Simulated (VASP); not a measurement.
Sc2InSb3:

```
Sc In Sb
1.0
    -2.72479    2.72479    5.42106
     2.72479   -2.72479    5.42106
     2.72479    2.72479   -5.42106
Sc In Sb
2 1 3
Direct
  0.25000 0.75000 0.50000
  0.00000 0.00000 0.00000
  0.75000 0.25000 0.50000
  0.75509 0.75509 0.00000
  0.24491 0.24491 0.00000
  0.50000 0.50000 0.00000
```

The cell was built by a generator and needn't be a form met in nature.

```yaml
Program: VASP 6.6.1
Task: relaxation of cell and atoms
Functional: PBE
Potentials_or_basis: VASP PAW PBE potentials, release 64 (Sc_sv, In_d, Sb)
Cutoff: 520 eV
k_mesh: 5 × 5 × 5
Occupations: gaussian, width 0.15 eV
Spin: no spin polarisation
```

At the start: pressure 13.6 GPa; volume 26.83 Å³/atom.

Problem. How do energy, volume and symmetry change on relaxing?

Solution. Over 6 steps the energy falls by 227.3 meV/atom and the volume is 32.91 Å³/atom (+22.6 %); space group I-4m2 (No. 119, to 0.05 Å).

The path:
| step | energy change (eV) | largest force (eV/Å) | pressure (GPa) | volume (Å³) |
| --- | --- | --- | --- | --- |
| 1 | 0.0000 | 1.0788 | 13.61 | 160.99 |
| 2 | 76.9841 | 2.1901 | -6.26 | 220.10 |
| 3 | -1.3251 | 0.5693 | -0.09 | 196.27 |
| 4 | -1.3492 | 0.3263 | 0.18 | 196.28 |
| 5 | -1.3548 | 0.1555 | 0.19 | 196.29 |
| 6 | -1.3637 | 0.0658 | -0.03 | 197.45 |

Final structure:
```cif
data_structure
_symmetry_space_group_name_H-M 'P 1'
_symmetry_Int_Tables_number 1
_cell_length_a 7.1440
_cell_length_b 7.1440
_cell_length_c 7.1440
_cell_angle_alpha 131.985
_cell_angle_beta 131.985
_cell_angle_gamma 70.253
_cell_volume 197.45
loop_
_atom_site_label
_atom_site_type_symbol
_atom_site_fract_x
_atom_site_fract_y
_atom_site_fract_z
_atom_site_occupancy
Sc1 Sc 0.25000 0.75000 0.50000 1
Sc2 Sc 0.00000 0.00000 0.00000 1
In1 In 0.75000 0.25000 0.50000 1
Sb1 Sb 0.76332 0.76332 0.00000 1
Sb2 Sb 0.23668 0.23668 0.00000 1
Sb3 Sb 0.50000 0.50000 0.00000 1
```

Caveat: the volume moved by over 15 % at a fixed basis, so the end points are rough.
